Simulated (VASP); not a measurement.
Set up this calculation in VASP 6.6.1, as the native input.

```
Task                   : single point
Functional             : PBE
Potentials or basis    : VASP PAW PBE potentials, release 64 (Mo_sv, Ti_sv, Mg)
Cutoff                 : 520 eV
k mesh                 : 6 × 5 × 5
Occupations            : fermi-dirac, width 0.05 eV
Spin                   : no spin polarisation
Further INCAR settings : ALGO = Normal; EDIFF = 1e-07; NBANDS = 29
```

The structure of Mg6TiMo lies in POSCAR:

```
Mg6TiMo
1.0
    4.7746420000      0.0000000000      0.0000000000
    0.0000000000      3.0096820000      5.5410820000
    0.0000000000     -3.0096820000      5.5410820000
Mo Ti Mg
1 1 6
Direct
    0.5000000000      0.6993270000      0.6993270000
    0.0000000000      0.7998960000      0.7998960000
    0.5000000000      0.1724110000      0.1724110000
    0.5000000000      0.6807770000      0.1673650000
    0.5000000000      0.1673650000      0.6807770000
    0.0000000000      0.3294780000      0.3294780000
    0.0000000000      0.8164960000      0.3342500000
    0.0000000000      0.3342500000      0.8164960000
```

The cell comes from a database or a generator and needn't be the stable form of this composition.

These files were run (other wordings do the same):

INCAR

```
SYSTEM = Mg6TiMo
PREC = Accurate
ENCUT = 520
EDIFF = 1E-7
ISMEAR = -1
SIGMA = 0.05
LREAL = .FALSE.
LASPH = .TRUE.
NELM = 80
ALGO = Normal
ISIF = 2
LWAVE = .FALSE.
LCHARG = .FALSE.
GGA = PE
NBANDS = 29
```

KPOINTS

```
Automatic mesh
0
G
  6 5 5
  0 0 0
```

Potentials or basis: VASP PAW PBE potentials, release 64 (Mo_sv, Ti_sv, Mg).

Launch:

```console
$ cat potpaw_PBE.64/Mo_sv/POTCAR potpaw_PBE.64/Ti_sv/POTCAR potpaw_PBE.64/Mg/POTCAR > POTCAR
$ mpirun -np 1 vasp_std > vasp.out
```

Results of the run:

```
Pressure               : 0.3 GPa
Largest force          : 0.050 eV/Å
Band gap on the k mesh : none (metal or under the smearing width)
```

Wall time 120 s on 1 thread of Intel(R) Xeon(R) 6975P-C (Granite Rapids), with other jobs on the host, peak memory 0.38 GiB.
